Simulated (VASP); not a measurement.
An input for Ansatz (written as the equivalent of a VASP run, and not itself run):

Ansatz 0.2 input:
```yaml
crystal:
  lattice:
    - [1.7201710, -3.0037420, 0.0000000]
    - [1.7201710, 3.0037420, 0.0000000]
    - [0.0000000, 0.0000000, 5.4228580]
  atoms:
    - { symbol: Lu, position: [0.3333330, 0.6666670, 0.2500000] }
    - { symbol: Lu, position: [0.6927990, 0.3594650, 0.7500000] }
kpoints:
  mp_grid: { grid: [11, 11, 6] }
hamiltonian:
  xc: pbe
  pseudopotentials: { kind: paw }
scf:
  occupations: { method: fermi_dirac, width: 0.2 }
  max_iter: 100
output: { forces: true, stress: true, eigenvalues: true }
```

**Question.** Translate this input to VASP (INCAR, KPOINTS, POSCAR, choice of POTCAR).

**Answer.** One answer among several that fit: 
### POSCAR
```
Lu
3.4614240
  0.4969547215  -0.8677763834   0.0000000000
  0.4969547215   0.8677763834   0.0000000000
  0.0000000000   0.0000000000   1.5666552263
Lu
2
Cartesian
  0.4969547215   0.2892593730   0.3916638066
  0.5229275631  -0.2892593730   1.1749914197
```

**INCAR**
```
ALGO  =  Normal
EDIFF  =  1E-6
ENCUT  =  400
GGA  =  PE
ISIF  =  2
ISMEAR  =  -1
LASPH  =  .TRUE.
LCHARG  =  .FALSE.
LMAXMIX  =  6
LREAL  =  .FALSE.
LWAVE  =  .FALSE.
NELM  =  100
PREC  =  Accurate
SIGMA  =  0.2
SYSTEM  =  Lu
```

### KPOINTS
```
K-points
0
G
 11 11 6
```

POTCAR, in this order: Lu_3 (PBE.64 set). Program: vasp_std.

The two are equivalent in intent, not identical: each code has its own PAW files, so the cut-off isn't converted (ENCUT is set for VASP's; basis.ecutwfc is left out, and Ansatz then takes the one that its files recommend); Ansatz stops its SCF on the density residual and VASP on the energy change (EDIFF).

The compound is Lu in the hcp structure. The cell was not relaxed at this level, atoms are displaced from their ideal sites. The run is one of a series of settings (ISMEAR = -1, SIGMA = 0.2 against the base run), some of them coarse on purpose.
